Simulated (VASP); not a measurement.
# Ti: single point with LDA

Crystal: Ti.

```
Ti
1.0
     0.00000    2.03000    2.29634
     2.03000    0.00000    2.29634
     2.03000    2.03000    0.00000
Ti
1
Direct
  0.00000 0.00000 0.00000
```

The cell isn't the ideal one: strain +0.1312 x Voigt [0, 0, 1, 0, 0, 0], atoms carried along.

```
Program                : VASP 6.6.1
Task                   : single point
Functional             : LDA
Potentials or basis    : VASP PAW LDA potentials, release 64 (Ti_sv)
Cutoff                 : 520 eV
k mesh                 : 20 × 20 × 20
Occupations            : gaussian, width 0.15 eV
Spin                   : no spin polarisation
Dipole correction      : no
Further INCAR settings : ALGO = Fast; EDIFF = 1e-06; NBANDS = 12
```

```
Pressure               : -15.9 GPa
Band gap on the k mesh : none (metal or under the smearing width)
```

Stress tensor (GPa, compression positive):
```
-14.81   0.00   0.00
  0.00 -14.81   0.00
  0.00   0.00 -18.11
```

Levels at points of the mesh, in eV from the Fermi level:
```
           k point  band 3  band 4  band 5  band 6  band 7  band 8  band 9  band 10
(0.00, 0.00, 0.00)  -32.43  -32.43   -5.76    0.24    1.20    1.20    1.64     2.73
(0.50, 0.00, 0.00)  -32.56  -32.45   -2.34    0.28    0.64    1.19    3.06     3.36
(0.50, 0.50, 0.00)  -32.55  -32.55   -2.35   -1.36    1.35    3.28    3.43     3.43
(0.50, 0.00, 0.50)  -32.73  -32.59   -2.23   -1.44    3.08    3.09    3.35     3.84
```

Run time: 2.4 min on 1 thread of AMD EPYC 9R45 (Zen 5), with other jobs on the host, peak memory 0.21 GiB.

Caveat: so large a pressure means that the cell lies far from this level's equilibrium, or that cutoff or potentials fall short.
